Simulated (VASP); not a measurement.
Given:

```xyz
4
Lattice="1.9007 -3.2921 0.0000 1.9007 3.2921 0.0000 0.0000 0.0000 6.4779" Properties=species:S:1:pos:R:3 pbc="T T T"
Zn     1.9007    -1.0974     3.2582
Zn     1.9007     1.0974     0.0193
S      1.9007    -1.0974     5.6489
S      1.9007     1.0974     2.4099
```

All values below come from r2SCAN meta-GGA, VASP's PBE PAW potentials (set 64) (plane waves; VASP 6.6.1). Numerical set-up: 480 eV cut-off, 6×6×4 Γ-centred mesh, Gaussian smearing of 0.050 eV, potentials Zn S.

Question: Give the stress tensor in GPa (positive for a compressed cell).

Answer: 
```
-1.15   0.00   0.00
 0.00  -1.15   0.00
 0.00   0.00  -5.15
```
The pressure is its mean diagonal, -2.48 GPa.

The compound is ZnS in the wurtzite structure, the high-temperature form. This cell was strained or had an atom moved on purpose. Symmetry was kept, so distortions that lower it aren't found.
